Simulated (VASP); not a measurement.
Wanted: the native input for a VASP 6.6.1 run.

```
Task                   : single point
Functional             : PBE
Potentials or basis    : VASP PAW PBE potentials, release 64 (Li_sv, Re, S)
Cutoff                 : 520 eV
k mesh                 : 8 × 8 × 8
Occupations            : gaussian, width 0.1 eV
Spin                   : collinear spin, typed start
Starting moments       : [0.0, 0.73, 0.19, 0.19, 0.19] μB
Dipole correction      : no
Further INCAR settings : ALGO = Normal; EDIFF = 1e-06; NBANDS = 26
```

The structure of LiReS3 lies in POSCAR:

```
LiReS3
1.0
    4.6797467918      0.0000000000      0.0000000000
    0.0000000000      4.6797467918      0.0000000000
    0.0000000000      0.0000000000      4.6797467918
Li Re S
1 1 3
Direct
    0.0000000000      0.0000000000      0.0000000000
    0.5000000000      0.5000000000      0.5000000000
    0.0000000000      0.5000000000      0.5000000000
    0.5000000000      0.5000000000      0.0000000000
    0.5000000000      0.0000000000      0.5000000000
```

The cell was built by a generator and needn't be a form met in nature.

The cell isn't the ideal one: species swapped into the HfBRh3 type (Pm-3m, No. 221).

One way to write it, as run:

INCAR

```
PREC     = Accurate       # precision mode
ENCUT    = 520            # plane-wave cutoff, eV
EDIFF    = 1E-6           # SCF threshold, eV
ISMEAR   = 0              # smearing method
SIGMA    = 0.1            # smearing width, eV
LREAL    = False          # projectors in reciprocal space
LASPH    = True           # aspherical terms in the spheres
NELM     = 150            # most SCF steps
ALGO     = Normal         # electronic algorithm
ISIF     = 2              # what is computed and relaxed
LWAVE    = False          # write WAVECAR
LCHARG   = False          # write CHGCAR
ISPIN    = 2              # spin polarisation
MAGMOM   = 0 0.73 0.19 0.19 0.19 # initial moments
LORBIT   = 11             # projections on sites
LMAXMIX  = 4              # l up to which the mixer works
GGA      = PE             # functional
NBANDS   = 26             # bands
```

KPOINTS

```
regular mesh
0
Gamma
  8 8 8
```

Potentials or basis: VASP PAW PBE potentials, release 64 (Li_sv, Re, S).

Run with:

```console
$ cat potpaw_PBE.64/Li_sv/POTCAR potpaw_PBE.64/Re/POTCAR potpaw_PBE.64/S/POTCAR > POTCAR
$ mpirun -np 1 vasp_std > vasp.out
```

It gave:

```json
{
 "Band gap on the k mesh": "none (metal or under the smearing width)",
 "Net moment": "0.00 μB per cell",
 "Valence electrons inside the program's atomic spheres": "Li 2.00; Re 5.87; S 3.73"
}
```

Run time: 2.7 min on 1 thread of Intel(R) Xeon(R) Platinum 8488C (Sapphire Rapids), with other jobs on the host, peak memory 0.33 GiB.
